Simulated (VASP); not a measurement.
Calculation: r2SCAN meta-GGA, VASP's PBE PAW potentials (set 64) (plane waves; VASP 6.6.1).

A VASP calculation is set up with these files.

INCAR:
```
# general
SYSTEM  = CdS
PREC    = Accurate
ENCUT   = 400
LREAL   = .False.
LASPH   = .True.

# electronic loop
EDIFF   = 1E-6
NELM    = 100
ALGO    = Normal
LMAXMIX = 4
LMIXTAU = .True.

# smearing
ISMEAR  = 0
SIGMA   = 0.05

# functional
METAGGA = R2SCAN

# ions
IBRION  = 2
NSW     = 60
ISIF    = 3
EDIFFG  = -0.02

# output
LWAVE   = .False.
LCHARG  = .False.
```

POSCAR:
```
CdS
1
    2.0806356142    -3.6037664216     0.0000000000
    2.0806356142     3.6037664216     0.0000000000
    0.0000000000     0.0000000000     6.7599479117
Cd S
2 2
Direct
  0.6666670000   0.3333330000   0.5000154508
  0.3333330000   0.6666670000   0.0000154508
  0.6666670000   0.3333330000   0.8769845492
  0.3333330000   0.6666670000   0.3769845492
```

### KPOINTS
```
Automatic mesh
0
Gamma
6 6 3
0 0 0
```

POTCAR, in this order: Cd S (PBE.64 set). Program: vasp_std.

The resulting files:

File OUTCAR:
```
 ion  position               nearest neighbor table
   1  0.667  0.333  0.500-   4 2.54   4 2.54   4 2.54   3 2.55
   2  0.333  0.667  0.000-   3 2.54   3 2.54   3 2.54   4 2.55
   3  0.667  0.333  0.877-   2 2.54   2 2.54   2 2.54   1 2.55
   4  0.333  0.667  0.377-   1 2.54   1 2.54   1 2.54   2 2.55
  LATTYP: Found a hexagonal cell.
 ALAT       =     4.1612710775
 C/A-ratio  =     1.6244911196
 Subroutine PRICEL returns:
 Original cell was already a primitive cell.
 Subroutine GETGRP returns: Found 12 space group operations
The static configuration has the point symmetry C_3v.
 The point group associated with its full space group is C_6v.
The dynamic configuration has the point symmetry C_3v.
 Subroutine INISYM returns: Found 12 space group operations
 Subroutine IBZKPT returns following result:
 Found     14 irreducible k-points:

 Following reciprocal coordinates:
            Coordinates               Weight
  0.000000  0.000000  0.000000      1.000000
  0.166667  0.000000  0.000000      6.000000
  0.333333  0.000000  0.000000      6.000000
  0.500000 -0.000000  0.000000      3.000000
  0.166667  0.166667  0.000000      6.000000
  0.333333  0.166667  0.000000     12.000000
  0.333333  0.333333  0.000000      2.000000
  0.000000  0.000000  0.333333      2.000000
  0.166667  0.000000  0.333333     12.000000
  0.333333  0.000000  0.333333     12.000000
  0.500000 -0.000000  0.333333      6.000000
  0.166667  0.166667  0.333333     12.000000
  0.333333  0.166667  0.333333     24.000000
  0.333333  0.333333  0.333333      4.000000
   k-points           NKPTS =     14   k-points in BZ     NKDIM =     14   number of bands    NBANDS=     22
   number of dos      NEDOS =    301   number of ions     NIONS =      4
   total plane-waves  NPLWV =  37632
   dimension x,y,z NGX =    28 NGY =   28 NGZ =   48
   dimension x,y,z NGXF=    56 NGYF=   56 NGZF=   96
   ions per type =               2   2
   PREC   = accura    normal or accurate (medium, high low for compatibility)
   ISTART =      0    job   : 0-new  1-cont  2-samecut
   ICHARG =      2    charge: 1-file 2-atom 10-const
   ISPIN  =      1    spin polarized calculation?
   LNONCOLLINEAR =      F non collinear calculations
   LSORBIT =      F    spin-orbit coupling
   INIWAV =      1    electr: 0-lowe 1-rand  2-diag
   ENCUT  =  400.0 eV  29.40 Ry    5.42 a.u.   6.79  6.79 11.02*2*pi/ulx,y,z
   NELM   =    100;   NELMIN=  2; NELMDL= -5     # of ELM steps
   EDIFF  = 0.1E-05   stopping-criterion for ELM
   LREAL  =      F    real-space projection
   NLSPLINE    = F    spline interpolate recip. space projectors
   LMAXMIX     =    4 max onsite mixed and CHGCAR
   VOSKOWN=      0    Vosko Wilk Nusair interpolation
   EDIFFG = -.2E-01   stopping-criterion for IOM
   NSW    =     60    number of steps for IOM
   NBLOCK =      1;   KBLOCK =     60    inner block; outer block
   IBRION =      2    ionic relax: 0-MD 1-quasi-New 2-CG
   NFREE  =      1    steps in history (QN), initial steepest desc. (CG)
   ISIF   =      3    stress and relaxation
   ISYM   =      2    0-nonsym 1-usesym 2-fastsym
   TEIN   =    0.0    initial temperature
   TEBEG  =    0.0;   TEEND  =   0.0 temperature during run
   SMASS  =  -3.00    Nose mass-parameter (am)
   PSTRESS=    0.0 pullay stress
   NELECT =      36.0000    total number of electrons
   EFERMI =   0.00;   METHOD = LEGACY
   ISMEAR =     0;   SIGMA  =   0.05  broadening in eV -4-tet -1-fermi 0-gaus
   IALGO  =     38    algorithm
   LDIAG  =      T    sub-space diagonalisation (order eigenvalues)
   IMIX   =      4    mixing-type and parameters
     AMIX     =   0.40;   BMIX     =  1.00
     AMIX_MAG =   1.60;   BMIX_MAG =  1.00
     AMIN     =   0.10
   METAGGA = R2SCAN    functional components
...
```

File OSZICAR:
```
       N       E                     dE             d eps       ncg     rms          rms(c)
DAV:   1     0.163363624748E+03    0.16336E+03   -0.15718E+04   616   0.125E+03
DAV:   2    -0.579001410796E+02   -0.22126E+03   -0.21580E+03   688   0.334E+02
DAV:   3    -0.696342789810E+02   -0.11734E+02   -0.11697E+02   748   0.795E+01
DAV:   4    -0.697494084863E+02   -0.11513E+00   -0.11509E+00   712   0.780E+00
DAV:   5    -0.697513848086E+02   -0.19763E-02   -0.19762E-02   748   0.974E-01    0.110E+01
DAV:   6    -0.626236374450E+02    0.71277E+01   -0.73544E+00   700   0.377E+01    0.121E+01
DAV:   7    -0.604057419025E+02    0.22179E+01   -0.85656E-01   646   0.932E+00    0.883E+00
DAV:   8    -0.614142868435E+02   -0.10085E+01   -0.62580E-01   616   0.807E+00    0.106E+00
DAV:   9    -0.584055282040E+02    0.30088E+01   -0.12239E+00   640   0.771E+00    0.111E+00
DAV:  10    -0.588748899295E+02   -0.46936E+00   -0.15127E-01   640   0.289E+00    0.806E-01
DAV:  11    -0.588722337510E+02    0.26562E-02   -0.17844E-03   760   0.308E-01    0.796E-01
DAV:  12    -0.588873345533E+02   -0.15101E-01   -0.22137E-04   670   0.113E-01    0.750E-01
DAV:  13    -0.593609371279E+02   -0.47360E+00   -0.33591E-01   664   0.353E+00    0.551E-01
DAV:  14    -0.593686789724E+02   -0.77418E-02   -0.23156E-02   712   0.114E+00    0.689E-01
DAV:  15    -0.593417581921E+02    0.26921E-01   -0.74739E-03   634   0.761E-01    0.358E-01
DAV:  16    -0.593704063131E+02   -0.28648E-01   -0.38217E-02   622   0.115E+00    0.471E-01
DAV:  17    -0.593755422532E+02   -0.51359E-02   -0.50420E-03   658   0.675E-01    0.335E-01
DAV:  18    -0.593740178261E+02    0.15244E-02   -0.51384E-03   640   0.512E-01    0.115E-01
DAV:  19    -0.593755080159E+02   -0.14902E-02   -0.73571E-04   622   0.244E-01    0.627E-02
DAV:  20    -0.593757166795E+02   -0.20866E-03   -0.74864E-04   658   0.192E-01    0.859E-02
DAV:  21    -0.593759700973E+02   -0.25342E-03   -0.25261E-04   628   0.124E-01    0.162E-02
DAV:  22    -0.593760402193E+02   -0.70122E-04   -0.40077E-05   682   0.495E-02    0.270E-02
DAV:  23    -0.593760454556E+02   -0.52363E-05   -0.67441E-06   666   0.204E-02    0.202E-02
DAV:  24    -0.593760416542E+02    0.38013E-05   -0.96388E-06   670   0.201E-02    0.487E-03
DAV:  25    -0.593760436796E+02   -0.20253E-05   -0.16295E-06   434   0.105E-02    0.294E-03
DAV:  26    -0.593760437615E+02   -0.81960E-07   -0.39833E-07   362   0.534E-03
   1 F= -.59376044E+02 E0= -.59376044E+02  d E =-.593760E+02
```

**OUTCAR**
```
------------------------ aborting loop because EDIFF is reached ----------------------------------------
  FORCE on cell =-STRESS in cart. coord.  units (eV):
  Direction    XX          YY          ZZ          XY          YZ          ZX
  --------------------------------------------------------------------------------------
  Total        0.0226058      0.0226058      0.0324323      0.0000000      0.0000000      0.0000000
  in kB        0.3572764      0.3572764      0.5125804      0.0000000      0.0000000      0.0000000
  external PRESSURE =       0.4090444 kB  Pullay stress =       0.0000000 kB
  volume of cell :      101.37
      direct lattice vectors                 reciprocal lattice vectors
     2.080635614 -3.603766422  0.000000000     0.240311180 -0.138743731  0.000000000
     2.080635614  3.603766422  0.000000000     0.240311180  0.138743731  0.000000000
     0.000000000  0.000000000  6.759947912     0.000000000  0.000000000  0.147930134
  FREE ENERGIE OF THE ION-ELECTRON SYSTEM (eV)
  ---------------------------------------------------
  free  energy   TOTEN  =       -59.3760437615 eV

  energy  without entropy=      -59.3760437615  energy(sigma->0) =      -59.37604376

 reached required accuracy - stopping structural energy minimisation
```
(Selected blocks of OUTCAR.)

The compound is CdS in the wurtzite structure. It was relaxed first. The start is the result of an earlier pass.
